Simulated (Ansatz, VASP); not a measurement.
## One calculation of NbB2, two programs

File INCAR:

```
SYSTEM = NbB2
PREC     = Accurate       ! precision mode
ENCUT    = 520            ! plane-wave cutoff, eV
EDIFF    = 1E-6           ! SCF threshold, eV
ISMEAR   = -1             ! smearing method
SIGMA    = 0.1            ! smearing width, eV
LREAL    = .False.        ! projectors in reciprocal space
LASPH    = .True.         ! aspherical terms in the spheres
NELM     = 60             ! most SCF steps
ALGO     = Normal         ! electronic algorithm
ISIF     = 2              ! what is computed and relaxed
LWAVE    = .False.        ! write WAVECAR
LCHARG   = .False.        ! write CHGCAR
GGA      = CA             ! functional
NBANDS   = 16             ! bands
```

The input KPOINTS:

```
Automatic mesh
0
Gamma
  11 11 9
  0 0 0
```

File POSCAR:

```
NbB2
1.0
    3.0583213790      0.0000000000      0.0000000000
   -1.5291606895      2.6485836146      0.0000000000
    0.0000000000      0.0000000000      3.2763481785
Nb B
1 2
Direct
    0.0000000000      0.0000000000      0.0000000000
    0.3333333333      0.6666666667      0.5000000000
    0.6666666667      0.3333333333      0.5000000000
```

Input for Ansatz:

```yaml
crystal:
  lattice:
    - [3.0583213789611174, 0.0, 0.0]
    - [-1.5291606894805587, 2.6485836145910726, 0.0]
    - [0.0, 0.0, 3.276348178498203]
  atoms:
    - { symbol: Nb, position: [0.0, 0.0, 0.0] }
    - { symbol: B, position: [0.3333333333333333, 0.6666666666666666, 0.5] }
    - { symbol: B, position: [0.6666666666666666, 0.3333333333333333, 0.5] }
basis:
  ecutwfc: 500.0
kpoints:
  mp_grid:
    grid: [11, 11, 9]
hamiltonian:
  xc: lda
scf:
  occupations:
    method: fermi_dirac
    width: 0.1
output:
  stress: true
```

Alike in both runs: task single point; functional LDA; k mesh 11 × 11 × 9; occupations fermi-dirac, width 0.1 eV; no spin polarisation.

|  | VASP | Ansatz |
| --- | --- | --- |
| version | VASP 6.6.1 | Ansatz 0.2.0 |
| potentials or method | VASP PAW LDA potentials, release 64 (Nb_sv, B) | plane waves, PAW |
| plane-wave cutoff (eV) | 520 | 500 |
| valence electrons in the cell | 19 | 19 |

Ansatz gave:

| Property | Result |
| --- | --- |
| pressure (GPa) | 3.3 |
| largest component of the traceless stress (GPa) | 0.96 |

**Question.** Estimate VASP's values.

**Answer.** Pressure (GPa): 3.4; largest component of the traceless stress (GPa): 1.11.
